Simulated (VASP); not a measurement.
All values below come from PBEsol GGA, VASP's PBE PAW potentials (set 64) (plane waves; VASP).

Input for VASP

POSCAR:
```
KTaO3
1
    4.0295075199     0.0000000000     0.0000000000
    0.0000000000     4.0295075199     0.0000000000
    0.0000000000     0.0000000000     4.0295075199
K Ta O
1 1 3
Direct
  0.0000000000   0.0000000000   0.0000000000
  0.5000000000   0.5000000000   0.5000000000
  0.5000000000   0.0000000000   0.5000000000
  0.0000000000   0.5000000000   0.5000000000
  0.5000000000   0.5000000000   0.0000000000
```

INCAR:
```
! general
SYSTEM   =  KTaO3
PREC     =  Accurate
ENCUT    =  520
LREAL    =  F   ! projection in real space or not
LASPH    =  T

! electronic loop
EDIFF    =  1E-7
NELM     =  100
ALGO     =  Normal   ! blocked Davidson
LMAXMIX  =  6   ! l cut-off of mixed one-centre charges

! smearing
ISMEAR   =  0   ! Gaussian
SIGMA    =  0.05

! functional
GGA      =  PS   ! PBEsol

! ions
ISIF     =  2

! output
LWAVE    =  F
LCHARG   =  F
```

**KPOINTS**
```
Automatic mesh
0
Gamma
6 6 6
0 0 0
```

POTCAR, in this order: K_sv Ta_pv O (PBE.64 set). Program: vasp_std.

Unless said otherwise, spin-orbit coupling is left out, though it shifts the bands of the heavy elements here.

Task: Estimate the energy per atom (σ→0), pressure, band gap (on the k-mesh).

Result: 
```yaml
energy per atom (σ→0): -8578 meV/atom
band gap (on the k-mesh): 2.02 eV
pressure: -5.62 GPa
```

OSZICAR:
```
...
DAV:   8    -0.428969867931E+02    0.66696E-01   -0.41695E-01  1207   0.544E+00    0.131E+00
DAV:   9    -0.428891812979E+02    0.78055E-02   -0.31011E-02  1241   0.128E+00    0.239E-01
DAV:  10    -0.428882359920E+02    0.94531E-03   -0.84497E-03  1273   0.674E-01    0.525E-02
DAV:  11    -0.428882728487E+02   -0.36857E-04   -0.43980E-04  1233   0.162E-01    0.342E-02
DAV:  12    -0.428882933387E+02   -0.20490E-04   -0.28700E-05  1394   0.416E-02    0.705E-03
DAV:  13    -0.428882929537E+02    0.38509E-06   -0.45843E-06  1218   0.167E-02    0.343E-03
DAV:  14    -0.428882928621E+02    0.91581E-07   -0.41260E-07  1187   0.416E-03
   1 F= -.42888293E+02 E0= -.42888293E+02  d E =-.987990E-16
```

The compound is KTaO3 in the cubic perovskite structure. This cell is one point of a volume scan, at 1.03 of the reference volume.
